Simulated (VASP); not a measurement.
The system is TiC.

```xyz
2
Lattice="0.0000 2.1593 2.1593 2.1593 0.0000 2.1593 2.1593 2.1593 0.0000" Properties=species:S:1:pos:R:3 pbc="T T T"
Ti    0.0000    0.0000    0.0000
C     2.1593    2.1593    2.1593
```

Program: VASP 6.6.1. Alike in all runs: task single point; no spin polarisation; cell as given; cutoff (eV) 520; smearing fermi-dirac 0.05 eV.

Task: Order these runs on this cell by their pressure, lowest first.
A. level r2SCAN; potentials or basis VASP PAW PBE potentials, release 64 (Ti_sv, C); k mesh 12 × 12 × 12
B. level HSE06; potentials or basis VASP PAW PBE potentials, release 64 (Ti_sv, C); k mesh 7 × 7 × 7; grid for exact exchange (PRECFOCK) Fast; screening parameter 0.2 1/A
C. level LDA; potentials or basis VASP PAW LDA potentials, release 64 (Ti_sv, C); k mesh 12 × 12 × 12
D. level PBEsol; potentials or basis VASP PAW PBE potentials, release 64 (Ti_sv, C); k mesh 12 × 12 × 12

Result: C (-9.9 GPa), D (-4.3 GPa), B (-2.5 GPa), A (2.7 GPa).

Caveats: the PAW data sets were made with another functional, which shifts forces and pressure a little (some runs).

Runs at the PBE level aren't shown here.
